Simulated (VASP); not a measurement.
Method: revTPSS meta-GGA, VASP's PBE PAW potentials (set 64) (plane waves; VASP).

A VASP calculation is set up with these files.

KPOINTS:
```
Automatic
0
Gamma
20 20 20
```

**INCAR**
```
ALGO = Normal
EDIFF = 1E-7
ENCUT = 520
ISIF = 2
ISMEAR = -5
ISPIN = 2
LASPH = .TRUE.
LCHARG = .FALSE.
LMAXMIX = 4
LMIXTAU = .TRUE.
LORBIT = 11
LREAL = .FALSE.
LWAVE = .FALSE.
MAGMOM = 0.6
METAGGA = RTPSS
NEDOS = 601
NELM = 100
PREC = Accurate
SYSTEM = Ni
```

**KPOINTS_OPT**
```
k-points along high-symmetry lines
10
Line-mode
Reciprocal
  0.000000   0.000000   0.000000 ! GAMMA
  0.500000   0.000000   0.500000 ! X

  0.500000   0.000000   0.500000 ! X
  0.625000   0.250000   0.625000 ! U

  0.375000   0.375000   0.750000 ! K
  0.000000   0.000000   0.000000 ! GAMMA

  0.000000   0.000000   0.000000 ! GAMMA
  0.500000   0.500000   0.500000 ! L

  0.500000   0.500000   0.500000 ! L
  0.500000   0.250000   0.750000 ! W

  0.500000   0.250000   0.750000 ! W
  0.500000   0.000000   0.500000 ! X
```

### POSCAR
```
Ni
1
    0.0000000000     1.7284231849     1.7284231849
    1.7284231849     0.0000000000     1.7284231849
    1.7284231849     1.7284231849     0.0000000000
Ni
1
Direct
  0.0000000000   0.0000000000   0.0000000000
```

POTCAR, in this order: Ni (PBE.64 set). Program: vasp_std.

What VASP printed:

**OSZICAR**
```
       N       E                     dE             d eps       ncg     rms          rms(c)
DAV:   1     0.518256436822E+02    0.51826E+02   -0.64035E+03  9559   0.201E+03
DAV:   2     0.920511034240E+01   -0.42621E+02   -0.41666E+02 10415   0.272E+02
DAV:   3     0.713608682613E+01   -0.20690E+01   -0.20314E+01 13082   0.788E+01
DAV:   4     0.710729654073E+01   -0.28790E-01   -0.28775E-01 13984   0.925E+00
DAV:   5     0.710685750354E+01   -0.43904E-03   -0.43918E-03 13754   0.912E-01    0.867E+00
DAV:   6    -0.199857601611E+01   -0.91054E+01   -0.16907E+01  9273   0.518E+01    0.578E+00
DAV:   7    -0.230585800159E+01   -0.30728E+00   -0.75272E-01 11455   0.133E+01    0.841E+00
DAV:   8    -0.171929274445E+01    0.58657E+00   -0.53836E+00 10344   0.334E+01    0.174E+00
DAV:   9    -0.172047476600E+01   -0.11820E-02   -0.20443E-02 10394   0.173E+00    0.864E-01
DAV:  10    -0.172124052993E+01   -0.76576E-03   -0.49221E-02 10743   0.222E+00    0.504E-01
DAV:  11    -0.171809166949E+01    0.31489E-02   -0.15985E-02 10562   0.165E+00    0.127E-01
DAV:  12    -0.171798384342E+01    0.10783E-03   -0.17485E-03 10710   0.487E-01    0.143E-02
DAV:  13    -0.171799664652E+01   -0.12803E-04   -0.38664E-05  9588   0.116E-01    0.212E-02
DAV:  14    -0.171799286494E+01    0.37816E-05   -0.13702E-05 11108   0.568E-02    0.835E-03
DAV:  15    -0.171798862502E+01    0.42399E-05   -0.70645E-06 10563   0.350E-02    0.361E-03
DAV:  16    -0.171798911803E+01   -0.49300E-06   -0.25917E-07  5123   0.724E-03    0.148E-03
DAV:  17    -0.171798895578E+01    0.16225E-06   -0.24437E-08  4776   0.279E-03    0.326E-04
DAV:  18    -0.171798884918E+01    0.10660E-06   -0.18922E-09  4695   0.622E-04    0.241E-04
DAV:  19    -0.171798887662E+01   -0.27438E-07   -0.37392E-10  4709   0.325E-04
   1 F= -.17179889E+01 E0= -.17179889E+01  d E =0.000000E+00  mag=     0.6329
       N       E                     dE             ncg
```

**OUTCAR**
```
------------------------ aborting loop because EDIFF is reached ----------------------------------------
  FORCE on cell =-STRESS in cart. coord.  units (eV):
  Direction    XX          YY          ZZ          XY          YZ          ZX
  --------------------------------------------------------------------------------------
  Total        0.0234949      0.0234949      0.0234949      0.0000000      0.0000000      0.0000000
  in kB        3.6450613      3.6450613      3.6450613      0.0000000      0.0000000      0.0000000
  external PRESSURE =       3.6450613 kB  Pullay stress =       0.0000000 kB
  volume of cell :       10.33
      direct lattice vectors                 reciprocal lattice vectors
     0.000000000  1.728423185  1.728423185    -0.289281007  0.289281007  0.289281007
     1.728423185  0.000000000  1.728423185     0.289281007 -0.289281007  0.289281007
     1.728423185  1.728423185  0.000000000     0.289281007  0.289281007 -0.289281007
 POSITION                                       TOTAL-FORCE (eV/Angst)
 -----------------------------------------------------------------------------------
      0.00000      0.00000      0.00000         0.000000      0.000000      0.000000
 -----------------------------------------------------------------------------------
    total drift:                                0.000000     -0.000000      0.000000
  FREE ENERGIE OF THE ION-ELECTRON SYSTEM (eV)
  ---------------------------------------------------
  free  energy   TOTEN  =        -1.7179888766 eV

  energy  without entropy=       -1.7179888766  energy(sigma->0) =       -1.71798888

 total charge

# of ion       s       p       d       tot
------------------------------------------
    1        0.512   0.551   8.321   9.384

 magnetization (x)

# of ion       s       p       d       tot
------------------------------------------
    1       -0.008  -0.027   0.677   0.641
```
(Selected blocks of OUTCAR.)

For a metal the tetrahedron method with Blöchl corrections gives inexact stress and forces.

The compound is Ni in the fcc structure. It was relaxed first, which changed the volume by -5 %.
